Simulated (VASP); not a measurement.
VASP ran on this input.

INCAR:
```
SYSTEM = PbF2
PREC = Accurate
ENCUT = 600
EDIFF = 1E-7
NELM = 100
ALGO = Normal
LREAL = .FALSE.
LASPH = .TRUE.
ISMEAR = 0
SIGMA = 0.05
METAGGA = R2SCAN
LMIXTAU = .TRUE.
LMAXMIX = 4
LWAVE = .FALSE.
LCHARG = .FALSE.
ISIF = 2
```

### KPOINTS
```
kpoints
0
Gamma
6 6 6
```

**POSCAR**
```
PbF2
1
    0.0000000000     2.9591420605     2.9591420605
    2.9591420605     0.0000000000     2.9591420605
    2.9591420605     2.9591420605    -0.0000000000
Pb F
1 2
Direct
 -0.0168967893  -0.0168967893   0.0168967893
  0.2500000000   0.2500000000   0.2500000000
  0.7500000000   0.7500000000   0.7500000000
```

POTCAR, in this order: Pb_d F (PBE.64 set). Program: vasp_std.

**Question.** Translate this r2SCAN calculation to Ansatz.

**Answer.** One equivalent input (not run):
Ansatz 0.2 input:
```yaml
crystal:
  lattice:
    - [0.0000000, 2.9591421, 2.9591421]
    - [2.9591421, 0.0000000, 2.9591421]
    - [2.9591421, 2.9591421, 0.0000000]
  atoms:
    - { symbol: Pb, position: [-0.0168968, -0.0168968, 0.0168968] }
    - { symbol: F, position: [0.2500000, 0.2500000, 0.2500000] }
    - { symbol: F, position: [0.7500000, 0.7500000, 0.7500000] }
kpoints:
  mp_grid: { grid: [6, 6, 6] }
hamiltonian:
  xc: r2scan
  pseudopotentials: { kind: paw }
scf:
  occupations: { method: gaussian, width: 0.05 }
  max_iter: 100
output: { forces: true, stress: true, eigenvalues: true }
```
The two are equivalent in intent, not identical: each code has its own PAW files, so the cut-off isn't converted (ENCUT is set for VASP's; basis.ecutwfc is left out, and Ansatz then takes the one that its files recommend); Ansatz stops its SCF on the density residual and VASP on the energy change (EDIFF).

The compound is PbF2 in the fluorite structure, the β form. This cell was strained or had an atom moved on purpose.
